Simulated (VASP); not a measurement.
Method: r2SCAN meta-GGA, VASP's PBE PAW potentials (set 64) (plane waves; VASP).

VASP ran on this input.

INCAR:
```
# general
SYSTEM  = GeW
PREC    = Accurate
ENCUT   = 400   # plane-wave cut-off (eV)
LREAL   = .FALSE.   # projection in real space or not
LASPH   = .TRUE.   # aspherical one-centre terms

# electronic loop
EDIFF   = 1E-7
NELM    = 100   # most electronic steps
ALGO    = Normal   # blocked Davidson
LMAXMIX = 6
LMIXTAU = .TRUE.

# smearing
ISMEAR  = -5   # tetrahedra, Bloechl

# functional
METAGGA = R2SCAN

# ions
ISIF    = 2

# output
LWAVE   = .FALSE.
LCHARG  = .FALSE.
LORBIT  = 11   # lm-projected
NEDOS   = 601   # DOS grid
```

**POSCAR**
```
GeW
1
    3.2143690194    -0.0000000520     0.0000000000
   -1.6071841025     2.7837248707    -0.0000000000
   -0.0000000000     0.0000000000     3.5453281760
W Ge
1 1
Direct
  0.0000000000   0.0000000000   0.0000000000
  0.6666670000   0.3333330000   0.5000000000
```

File KPOINTS_OPT:
```
k-points along high-symmetry lines
6
Line-mode
Reciprocal
  0.000000   0.000000   0.000000 ! GAMMA
  0.500000   0.000000   0.000000 ! M

  0.500000   0.000000   0.000000 ! M
  0.333333   0.333333   0.000000 ! K

  0.333333   0.333333   0.000000 ! K
  0.000000   0.000000   0.000000 ! GAMMA

  0.000000   0.000000   0.000000 ! GAMMA
  0.000000   0.000000   0.500000 ! A

  0.000000   0.000000   0.500000 ! A
  0.500000   0.000000   0.500000 ! L

  0.500000   0.000000   0.500000 ! L
  0.333333   0.333333   0.500000 ! H

  0.333333   0.333333   0.500000 ! H
  0.000000   0.000000   0.500000 ! A

  0.500000   0.000000   0.500000 ! L
  0.500000   0.000000   0.000000 ! M

  0.333333   0.333333   0.500000 ! H
  0.333333   0.333333   0.000000 ! K
```

### KPOINTS
```
Automatic mesh
0
gamma
  15 15 12
0 0 0
```

POTCAR, in this order: W_sv Ge_d (PBE.64 set). Program: vasp_std.

Unless said otherwise, spin-orbit coupling is left out, though it shifts the bands of the heavy elements here.

### Question
Estimate the energy per atom (σ→0), band gap (over mesh and band path).

### Answer

energy per atom (σ→0): -32.362 eV/atom
band gap (over mesh and band path): none (metal, semimetal or under 0.01 eV)

**OSZICAR**
```
...
DAV:  15    -0.647234088965E+02   -0.10087E-04   -0.13592E-05  7068   0.347E-02    0.103E-02
DAV:  16    -0.647234066434E+02    0.22530E-05   -0.12733E-06  7930   0.907E-03    0.192E-03
DAV:  17    -0.647234071843E+02   -0.54085E-06   -0.53554E-07  5422   0.667E-03    0.155E-03
DAV:  18    -0.647234062774E+02    0.90688E-06   -0.17112E-07  5306   0.443E-03    0.214E-04
DAV:  19    -0.647234065298E+02   -0.25238E-06   -0.35336E-08  3504   0.240E-03    0.189E-04
DAV:  20    -0.647234065177E+02    0.12080E-07   -0.87906E-09  3474   0.122E-03
   1 F= -.64723407E+02 E0= -.64723407E+02  d E =0.000000E+00
       N       E                     dE             ncg
```

The structure was generated: GeW was put into the WC type (P-6m2), which need not be its known phase. It was relaxed first, which changed the volume by -16 %.
